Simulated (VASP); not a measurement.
Consider the following.

```
CELL_PARAMETERS angstrom
      0.00000     3.00764     3.00764
      3.00764     0.00000     3.00764
      3.00764     3.00764     0.00000
ATOMIC_POSITIONS crystal
  Cd 0.00000 0.00000 0.00000
  S  0.25000 0.25000 0.25000
```

Method: RPBE GGA, VASP's PBE PAW potentials (set 64) (plane waves; VASP 6.6.1). Settings: 520 eV cut-off, Gaussian smearing of 0.050 eV, potentials Cd S.

Problem. What does the run give for the band gap (along the path) with the smallest direct gap where there is one?

Solution. 
```yaml
band gap (along the path): 1.13 eV
smallest direct gap (along the path): 1.13 eV
```

The absolute energy has meaning only against runs of the same code, potentials and settings.

The compound is CdS in the zinc blende structure, a metastable form; wurtzite is the usual one. It was relaxed first, which changed the volume by +10 %.
